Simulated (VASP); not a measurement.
# What spin-orbit coupling changes in LaPt2, part 4 of 4

What does spin-orbit coupling change in LaPt2, and what does it cost? All runs use PBEsol. Left out of this account: 1 further run (fields: a reference on another mesh). The start is a cell from a database of measured crystal structures.

VASP 6.6.1, plane waves and PAW; the level of theory is named at each step.

Still holding for the runs below: The k-mesh is coarse for a metal.

So far. Step 4 (Density of states (PBEsol)): Of the states within 0.3 eV of the Fermi level, the largest shares in the PAW spheres are Pt d 35 %, Pt p 18 % and La d 12 %. The rest lies in smaller channels or between the spheres. Step 5 (Density of states (PBEsol + SOC)): The DOS at the Fermi level goes from 1.78 to 1.88 states/eV/cell, a number that is sensitive to the mesh. The run took 4.0 times the core time, with 76 spinor bands against 48.

## Step 6: Full relaxation (PBEsol)

This step: PBEsol; plane waves and PAW (La, Pt) (VASP 6.6.1).

Last, the cell itself: ISIF = 3 frees volume, shape and positions, first without the coupling.

INCAR

```
SYSTEM = LaPt2
PREC = Accurate
ENCUT = 400
EDIFF = 1E-06
NELM = 100
ISMEAR = -1
SIGMA = 0.05
LREAL = .FALSE.
ALGO = Normal
GGA = PS
NBANDS = 38
LASPH = .TRUE.
LORBIT = 11
LWAVE = .FALSE.
LCHARG = .FALSE.
KPAR = 4
IBRION = 2
NSW = 60
ISIF = 3
EDIFFG = -0.01
```

POSCAR

```
LaPt2
1.0
    0.0000000000      3.8870000000      3.8870000000
    3.8870000000      0.0000000000      3.8870000000
    3.8870000000      3.8870000000      0.0000000000
La Pt
2 4
Direct
    0.0000000000      0.0000000000      0.0000000000
    0.2500000000      0.2500000000      0.2500000000
    0.6250000000      0.6250000000      0.6250000000
    0.1250000000      0.6250000000      0.6250000000
    0.6250000000      0.6250000000      0.1250000000
    0.6250000000      0.1250000000      0.6250000000
```

KPOINTS

```
Automatic mesh
0
Gamma
6 6 6
0 0 0
```

PAW data sets: La and Pt (PBE family, release 64).

Run with:

```sh
$ mpirun -np 4 vasp_std
```

Log:

```text
[... set-up lines as in an earlier step ...]
 entering main loop
       N       E                     dE             d eps       ncg     rms          rms(c)
DAV:   1     0.534551627771E+03    0.53455E+03   -0.20468E+04  1240   0.203E+03
DAV:   2     0.804541833176E+02   -0.45410E+03   -0.42243E+03  1454   0.380E+02
DAV:   3    -0.251562354396E+02   -0.10561E+03   -0.10064E+03  1822   0.176E+02
DAV:   4    -0.467342953086E+02   -0.21578E+02   -0.20252E+02  2344   0.703E+01
DAV:   5    -0.502850805136E+02   -0.35508E+01   -0.32968E+01  2168   0.245E+01    0.232E+01
DAV:   6    -0.489222033818E+02    0.13629E+01   -0.16213E+02  2128   0.815E+01    0.153E+01
DAV:   7    -0.457213473581E+02    0.32009E+01   -0.23682E+01  2040   0.397E+01    0.696E+00
DAV:   8    -0.451188607104E+02    0.60249E+00   -0.74473E+00  2132   0.154E+01    0.347E+00
DAV:   9    -0.450076794621E+02    0.11118E+00   -0.12388E+00  2216   0.776E+00    0.798E-01
DAV:  10    -0.450171160590E+02   -0.94366E-02   -0.77327E-02  2160   0.189E+00    0.475E-01
DAV:  11    -0.450107565177E+02    0.63595E-02   -0.21863E-02  2160   0.125E+00    0.196E-01
DAV:  12    -0.450103702059E+02    0.38631E-03   -0.72249E-03  2256   0.555E-01    0.660E-02
DAV:  13    -0.450103971138E+02   -0.26908E-04   -0.10359E-03  2088   0.250E-01    0.359E-02
DAV:  14    -0.450103771639E+02    0.19950E-04   -0.19557E-04  2232   0.119E-01    0.118E-02
DAV:  15    -0.450103772378E+02   -0.73900E-07   -0.26825E-05  2056   0.388E-02    0.412E-03
DAV:  16    -0.450103771662E+02    0.71599E-07   -0.24003E-06  1392   0.991E-03
   1 F= -.45010377E+02 E0= -.44999579E+02  d E =-.450104E+02
 curvature:   0.00 expect dE= 0.000E+00 dE for cont linesearch  0.000E+00
 trial: gam= 0.00000 g(F)=  0.317E-49 g(S)=  0.516E-01 ort = 0.000E+00 (trialstep = 0.100E+01)
 search vector abs. value=  0.516E-01
 bond charge predicted
       N       E                     dE             d eps       ncg     rms          rms(c)
DAV:   1    -0.457472088722E+02   -0.73683E+00   -0.15647E+01  1446   0.260E+01    0.570E+00
DAV:   2    -0.451822560911E+02    0.56495E+00   -0.41305E+00  2120   0.135E+01    0.320E+00
DAV:   3    -0.450089629052E+02    0.17329E+00   -0.79852E-01  1936   0.647E+00    0.975E-01
DAV:   4    -0.449864380615E+02    0.22525E-01   -0.22268E-01  2160   0.332E+00    0.369E-01
DAV:   5    -0.449861069015E+02    0.33116E-03   -0.15805E-02  2208   0.980E-01    0.266E-01
DAV:   6    -0.449869224255E+02   -0.81552E-03   -0.22649E-03  2400   0.296E-01    0.129E-01
DAV:   7    -0.449871978987E+02   -0.27547E-03   -0.98462E-04  2336   0.164E-01    0.395E-02
DAV:   8    -0.449871999522E+02   -0.20534E-05   -0.22287E-04  2288   0.984E-02    0.103E-02
DAV:   9    -0.449872045369E+02   -0.45847E-05   -0.25309E-05  2256   0.263E-02    0.256E-03
DAV:  10    -0.449872047489E+02   -0.21203E-06   -0.20634E-06  1336   0.870E-03
   2 F= -.44987205E+02 E0= -.44978072E+02  d E =0.231724E-01
 trial-energy change:    0.023172  1 .order    0.024329   -0.051551    0.100210
 step:   0.3501(harm=  0.3397)  dis= 0.00000  next Energy=   -45.019451 (dE=-0.907E-02)
 bond charge predicted
       N       E                     dE             d eps       ncg     rms          rms(c)
DAV:   1    -0.453574568850E+02   -0.37025E+00   -0.66284E+00  1498   0.168E+01    0.387E+00
DAV:   2    -0.451344528771E+02    0.22300E+00   -0.24632E+00  2120   0.947E+00    0.269E+00
DAV:   3    -0.450251670630E+02    0.10929E+00   -0.50994E-01  2008   0.604E+00    0.954E-01
DAV:   4    -0.450188983329E+02    0.62687E-02   -0.90832E-02  2176   0.201E+00    0.367E-01
DAV:   5    -0.450193424897E+02   -0.44416E-03   -0.97156E-03  2138   0.815E-01    0.278E-01
DAV:   6    -0.450194126586E+02   -0.70169E-04   -0.14563E-03  2264   0.209E-01    0.616E-02
DAV:   7    -0.450194821013E+02   -0.69443E-04   -0.73788E-04  2416   0.161E-01    0.373E-02
DAV:   8    -0.450194839902E+02   -0.18890E-05   -0.16517E-04  2368   0.647E-02    0.189E-02
DAV:   9    -0.450194854857E+02   -0.14955E-05   -0.21052E-05  2152   0.348E-02    0.118E-02
DAV:  10    -0.450194844187E+02    0.10670E-05   -0.24742E-05  1888   0.317E-02    0.805E-03
DAV:  11    -0.450194860764E+02   -0.16577E-05   -0.20023E-06  1328   0.108E-02    0.190E-03
DAV:  12    -0.450194861313E+02   -0.54926E-07   -0.16981E-07   878   0.564E-03
   3 F= -.45019486E+02 E0= -.45009181E+02  d E =-.910897E-02
 curvature:  -0.17 expect dE=-0.306E-06 dE for cont linesearch -0.306E-06
 trial: gam=-0.00588 g(F)=  0.380E-47 g(S)=  0.180E-05 ort = 0.305E-03 (trialstep = 0.870E+00)
 search vector abs. value=  0.163E-09
 reached required accuracy - stopping structural energy minimisation
```

It took 71 s on 4 MPI ranks of Intel Xeon Platinum 8124M at 3.00GHz (Skylake/Cascade Lake), shared host; peak memory 0.95 GiB; 3.7 min of CPU time.

From OUTCAR (step 6):

```text
   k-points           NKPTS =     16   k-points in BZ     NKDIM =     16   number of bands    NBANDS=     38

   NELECT =      62.0000    total number of electrons

 E-fermi :  11.2406

 k-point     1 :       0.0000    0.0000    0.0000
  band No.  band energies     occupation
    ...
     27       9.6098      2.00000
     28       9.6098      2.00000
     29      11.2446      0.95998
     30      11.2446      0.95998
     31      11.2446      0.95998
     32      11.3458      0.21754
     33      11.4030      0.07477
     34      11.4030      0.07477
     35      11.4030      0.07477
     36      13.0784      0.00000
    ...

  Total       -0.0086495     -0.0086495     -0.0086495      0.0000000      0.0000000      0.0000000
  in kB       -0.1194540     -0.1194540     -0.1194540      0.0000000      0.0000000      0.0000000
  external PRESSURE =      -0.1194540 kB  Pullay stress =       0.0000000 kB

 POSITION                                       TOTAL-FORCE (eV/Angst)
 -----------------------------------------------------------------------------------
      0.00000      0.00000      0.00000        -0.000000     -0.000000     -0.000000
      1.93550      1.93550      1.93550         0.000000      0.000000      0.000000
      4.83876      4.83876      4.83876        -0.000000      0.000000      0.000000
      4.83876      2.90325      2.90325        -0.000000      0.000000     -0.000000
      2.90325      2.90325      4.83876        -0.000000      0.000000     -0.000000
      2.90325      4.83876      2.90325        -0.000000      0.000000      0.000000
 -----------------------------------------------------------------------------------
    total drift:                                0.000000      0.000000      0.000000

  FREE ENERGIE OF THE ION-ELECTRON SYSTEM (eV)
  ---------------------------------------------------
  free  energy   TOTEN  =       -45.0194861313 eV

  energy  without entropy=      -44.9988756549  energy(sigma->0) =      -45.00918089

 reached required accuracy - stopping structural energy minimisation

[... 7 parts as in an earlier step ...]

[... 9 further parts left out ...]
```

CONTCAR:

```
LaPt2
   1.00000000000000
    -0.0000000000000000    3.8710045377758862    3.8710045377758862
     3.8710045377758862    0.0000000000000000    3.8710045377758862
     3.8710045377758862    3.8710045377758862   -0.0000000000000000
  La              Pt
     2     4
Direct
     0.0000000000000000    0.0000000000000000    0.0000000000000000
     0.2500000000000000    0.2500000000000000    0.2500000000000000
     0.6250000000000000    0.6250000000000000    0.6250000000000000
     0.1250000000000000    0.6250000000000000    0.6250000000000000
     0.6250000000000000    0.6250000000000000    0.1250000000000000
     0.6250000000000000    0.1250000000000000    0.6250000000000000
```

The run keeps the 48 symmetry operations of its start, so it cannot find a distortion of lower symmetry.

Relaxation path:

```
step  energy less that of the first step (eV)  largest force (eV/Å)  pressure (GPa)  volume (Å³)
   1                                   0.0000                0.0000           -1.99       117.46
   2                                   0.0232                0.0000            4.02       113.36
   3                                  -0.0091                0.0000           -0.01       116.01
```

```
conventional cell, symmetrised  before  after  change
                         a (Å)   7.774  7.742  -0.4 %
                         b (Å)   7.774  7.742  -0.4 %
                         c (Å)   7.774  7.742  -0.4 %
              volume (Å³/atom)   19.58  19.34  -1.2 %
```

Final coordinates:

```xyz
6
Lattice="0.0000 3.8710 3.8710 3.8710 0.0000 3.8710 3.8710 3.8710 0.0000" Properties=species:S:1:pos:R:3 pbc="T T T"
La    0.0000    0.0000    0.0000
La    1.9355    1.9355    1.9355
Pt    4.8388    4.8388    4.8388
Pt    4.8388    2.9033    2.9033
Pt    2.9033    2.9033    4.8388
Pt    2.9033    4.8388    2.9033
```

Numbers from this step:

```yaml
bands: 38
free_energy_toten: -45.02 eV
energy_at_zero_smearing: -45.01 eV
fermi_energy: 11.24 eV
pressure: -0.01195 GPa
scf_cycles_over_all_ionic_steps: 38
```

It ends with forces that vanish by symmetry and a pressure of -0.01 GPa.

## Step 7: Relaxing cell and atoms (PBEsol + SOC)

This step: PBEsol, spin-orbit coupling; plane waves and PAW (La, Pt) (VASP 6.6.1).

The same relaxation with spinors and spin-orbit coupling.

INCAR: that of step 6 with these lines changed.

```diff
@@ -10,4 +10,9 @@
 GGA = PS
-NBANDS = 38
+LNONCOLLINEAR = .TRUE.
+MAGMOM = 0 0 0 0 0 0 0 0 0 0 0 0 0 0 0 0 0 0
+NBANDS = 76
+GGA_COMPAT = .FALSE.
 LASPH = .TRUE.
+LSORBIT = .TRUE.
+LMAXMIX = 6
 LORBIT = 11
```

POSCAR is that of step 6.

KPOINTS is that of step 6.

Run with:

```sh
$ mpirun -np 4 vasp_ncl
```

Log:

```text
[... set-up lines as in an earlier step ...]
 entering main loop
       N       E                     dE             d eps       ncg     rms          rms(c)
[... 17 cycles as in an earlier step ...]
   1 F= -.47007100E+02 E0= -.46997719E+02  d E =-.470071E+02  mag=    -0.0000     0.0000    -0.0000
 curvature:   0.00 expect dE= 0.000E+00 dE for cont linesearch  0.000E+00
 trial: gam= 0.00000 g(F)=  0.703E-51 g(S)=  0.626E-01 ort = 0.000E+00 (trialstep = 0.100E+01)
 search vector abs. value=  0.626E-01
 bond charge predicted
       N       E                     dE             d eps       ncg     rms          rms(c)
DAV:   1    -0.478806843151E+02   -0.87358E+00   -0.18811E+01  2912   0.287E+01    0.648E+00
DAV:   2    -0.471847272052E+02    0.69596E+00   -0.43600E+00  4096   0.149E+01    0.476E+00
DAV:   3    -0.470053795782E+02    0.17935E+00   -0.62121E-01  3876   0.703E+00    0.140E+00
DAV:   4    -0.469803203147E+02    0.25059E-01   -0.23782E-01  4016   0.373E+00    0.898E-01
DAV:   5    -0.469781313147E+02    0.21890E-02   -0.23045E-02  4432   0.124E+00    0.306E-01
DAV:   6    -0.469783795565E+02   -0.24824E-03   -0.47108E-03  4408   0.544E-01    0.233E-01
DAV:   7    -0.469790102885E+02   -0.63073E-03   -0.15130E-03  4384   0.238E-01    0.702E-02
DAV:   8    -0.469791660416E+02   -0.15575E-03   -0.64920E-04  4816   0.159E-01    0.344E-02
DAV:   9    -0.469791925351E+02   -0.26493E-04   -0.12847E-04  4736   0.754E-02    0.203E-02
DAV:  10    -0.469792048856E+02   -0.12350E-04   -0.86942E-05  4664   0.517E-02    0.604E-03
DAV:  11    -0.469792054300E+02   -0.54436E-06   -0.11008E-05  2840   0.253E-02    0.244E-03
DAV:  12    -0.469792057409E+02   -0.31091E-06   -0.35933E-06  2232   0.133E-02
   2 F= -.46979206E+02 E0= -.46971513E+02  d E =0.278947E-01  mag=     0.0000     0.0000    -0.0000
 trial-energy change:    0.027895  1 .order    0.029733   -0.062616    0.122082
 step:   0.3527(harm=  0.3390)  dis= 0.00000  next Energy=   -47.018222 (dE=-0.111E-01)
 bond charge predicted
       N       E                     dE             d eps       ncg     rms          rms(c)
DAV:   1    -0.474050592087E+02   -0.42585E+00   -0.78759E+00  2852   0.185E+01    0.432E+00
DAV:   2    -0.471200524948E+02    0.28501E+00   -0.23619E+00  4092   0.101E+01    0.360E+00
DAV:   3    -0.470257620510E+02    0.94290E-01   -0.40451E-01  4188   0.614E+00    0.113E+00
DAV:   4    -0.470181994028E+02    0.75626E-02   -0.96306E-02  4148   0.247E+00    0.672E-01
DAV:   5    -0.470178973095E+02    0.30209E-03   -0.86327E-03  4488   0.700E-01    0.341E-01
DAV:   6    -0.470183618437E+02   -0.46453E-03   -0.29267E-03  4340   0.495E-01    0.174E-01
DAV:   7    -0.470182905374E+02    0.71306E-04   -0.10132E-03  4512   0.241E-01    0.395E-02
DAV:   8    -0.470183436462E+02   -0.53109E-04   -0.41033E-04  4784   0.110E-01    0.334E-02
DAV:   9    -0.470183479391E+02   -0.42929E-05   -0.82004E-05  4816   0.500E-02    0.250E-02
DAV:  10    -0.470183479344E+02    0.46984E-08   -0.22274E-05  4064   0.385E-02    0.748E-03
DAV:  11    -0.470183480722E+02   -0.13784E-06   -0.15260E-05  3992   0.290E-02    0.320E-03
DAV:  12    -0.470183487406E+02   -0.66836E-06   -0.11983E-06  2200   0.109E-02
   3 F= -.47018349E+02 E0= -.47009518E+02  d E =-.112483E-01  mag=    -0.0000    -0.0000    -0.0000
 curvature:  -0.17 expect dE=-0.986E-07 dE for cont linesearch -0.986E-07
 trial: gam=-0.00304 g(F)=  0.429E-48 g(S)=  0.582E-06 ort = 0.191E-03 (trialstep = 0.871E+00)
 search vector abs. value=  0.105E-09
 reached required accuracy - stopping structural energy minimisation
```

It took 5.6 min on 4 MPI ranks; peak memory 2.1 GiB.

From OUTCAR (step 7):

```text
   NELECT =      62.0000    total number of electrons

 E-fermi :  11.2546

 k-point     1 :       0.0000    0.0000    0.0000
  band No.  band energies     occupation
    ...
     58      11.0685      0.97636
     59      11.2207      0.66314
     60      11.2207      0.66314
     61      11.2226      0.65456
     62      11.2226      0.65456
     63      11.3308      0.17886
     64      11.3308      0.17886
     65      11.3308      0.17886
     66      11.3308      0.17886
     67      11.5751      0.00164
    ...

  Total       -0.0049113     -0.0049113     -0.0049113      0.0000000     -0.0000000     -0.0000000
  in kB       -0.0679203     -0.0679203     -0.0679203      0.0000000     -0.0000000     -0.0000000
  external PRESSURE =      -0.0679203 kB  Pullay stress =       0.0000000 kB

 POSITION                                       TOTAL-FORCE (eV/Angst)
 -----------------------------------------------------------------------------------
      0.00000      0.00000      0.00000         0.000000     -0.000000     -0.000000
      1.93462      1.93462      1.93462        -0.000000      0.000000      0.000000
      4.83655      4.83655      4.83655        -0.000000     -0.000000     -0.000000
      4.83655      2.90193      2.90193        -0.000000     -0.000000     -0.000000
      2.90193      2.90193      4.83655        -0.000000     -0.000000     -0.000000
      2.90193      4.83655      2.90193        -0.000000     -0.000000     -0.000000
 -----------------------------------------------------------------------------------
    total drift:                               -0.000000     -0.000000     -0.000000

  FREE ENERGIE OF THE ION-ELECTRON SYSTEM (eV)
  ---------------------------------------------------
  free  energy   TOTEN  =       -47.0183487406 eV

  energy  without entropy=      -47.0006880466  energy(sigma->0) =      -47.00951839

 Spin-Orbit-Coupling matrix elements
 Ion:    1  E_soc:     -0.6097433
 Ion:    2  E_soc:     -0.6097433
 Ion:    3  E_soc:     -0.7019961
 Ion:    4  E_soc:     -0.7019961
 Ion:    5  E_soc:     -0.7019961
 Ion:    6  E_soc:     -0.7019961

 magnetization (x)
# of ion       s       p       d       f       tot
--------------------------------------------------
    1        0.000   0.000   0.000  -0.000  -0.000
    2        0.000   0.000  -0.000   0.000   0.000
    3       -0.000  -0.000   0.000   0.000   0.000
    4        0.000  -0.000   0.000   0.000   0.000
    5       -0.000  -0.000   0.000   0.000   0.000
    6       -0.000   0.000  -0.000   0.000  -0.000
--------------------------------------------------
tot          0.000   0.000  -0.000  -0.000   0.000

 magnetization (y)
# of ion       s       p       d       f       tot
--------------------------------------------------
    1       -0.000  -0.000  -0.000  -0.000  -0.000
    2       -0.000   0.000  -0.000  -0.000  -0.000
    3       -0.000   0.000   0.000   0.000   0.000
    4        0.000   0.000  -0.000   0.000   0.000
    5        0.000  -0.000   0.000   0.000   0.000
    6        0.000  -0.000   0.000   0.000   0.000
--------------------------------------------------
tot         -0.000   0.000  -0.000  -0.000  -0.000

 magnetization (z)
# of ion       s       p       d       f       tot
--------------------------------------------------
    1       -0.000   0.000   0.000   0.000   0.000
    2       -0.000   0.000   0.000   0.000   0.000
    3        0.000   0.000   0.000   0.000   0.000
    4        0.000  -0.000  -0.000   0.000  -0.000
    5        0.000   0.000  -0.000   0.000   0.000
    6        0.000   0.000   0.000   0.000   0.000
--------------------------------------------------
tot         -0.000   0.000   0.000   0.000   0.000

[... 9 parts as in an earlier step ...]

[... 9 further parts left out ...]
```

Relaxation path:

```
step  energy less that of the first step (eV)  largest force (eV/Å)  pressure (GPa)  volume (Å³)
   1                                   0.0000                0.0000           -2.20       117.46
   2                                   0.0279                0.0000            4.46       112.95
   3                                  -0.0112                0.0000           -0.01       115.85
```

```
conventional cell, symmetrised  before  after  change
                         a (Å)   7.774  7.738  -0.5 %
                         b (Å)   7.774  7.738  -0.5 %
                         c (Å)   7.774  7.738  -0.5 %
              volume (Å³/atom)   19.58  19.31  -1.4 %
```

The relaxed structure:

```xyz
6
Lattice="0.0000 3.8692 3.8692 3.8692 0.0000 3.8692 3.8692 3.8692 0.0000" Properties=species:S:1:pos:R:3 pbc="T T T"
La    0.0000    0.0000    0.0000
La    1.9346    1.9346    1.9346
Pt    4.8366    4.8366    4.8366
Pt    4.8366    2.9019    2.9019
Pt    2.9019    2.9019    4.8366
Pt    2.9019    4.8366    2.9019
```

Numbers from this step:

| Quantity | Value |
| --- | --- |
| bands | 76 |
| free energy (TOTEN) | -47.02 eV |
| energy at zero smearing | -47.01 eV |
| Fermi energy | 11.25 eV |
| pressure | -0.006792 GPa |
| SCF cycles over all ionic steps | 41 |

On-site spin-orbit energy by atom:

```
atom  on-site spin-orbit energy (eV)
 La1                          -0.610
 La2                          -0.610
 Pt3                          -0.702
 Pt4                          -0.702
 Pt5                          -0.702
 Pt6                          -0.702
```

The cell ends at 19.31 Å³/atom, -0.1 % from the run without the coupling. The run took 4.8 times the core time, with 76 spinor bands against 38.

The cell shrank by 1.4 % in volume.

## Step 8: The runs together

| quantity | without | with spin-orbit coupling |
| --- | --- | --- |
| gap (eV) | none | none |
| core minutes, bands | 8.1 | 49 |
| DOS at the Fermi level (states/eV/cell) | 1.78 | 1.88 |
| core minutes, DOS | 2.4 | 9.7 |
| relaxed volume (Å³/atom) | 19.34 | 19.31 |
| core minutes, relaxation | 4.7 | 23 |

## Step 9: Summary of results

```
gap (eV), without → with                                : none → none
DOS at the Fermi level (states/eV/cell), without → with : 1.78 → 1.88
relaxed volume (Å³/atom), without → with                : 19.34 → 19.31
```

In words: LaPt2 has no gap with or without spin-orbit coupling. The relaxed volume moves by -0.1 %. The spinor runs cost 4.0 to 6.0 times as much, on a shared host. The k-sampling is coarse for a metal, so the Fermi level, pressures and the shape of the cell carry errors.

[Lines on the potential files, build, host, timing and source positions are cut from VASP's logs without a mark.]

[Logs are printed without paths, hosts, clocks, repeated set-up lines and the standing remarks that a program may print on its own settings, such as how far it seeks lower states.]

[Hosts, paths, dates, database ids (printed as entryN), source tags and the programs' standing remarks are cut or masked in the printed files.]

[A measured line is paired with the nearest computed mode of its activity, which favours agreement.]
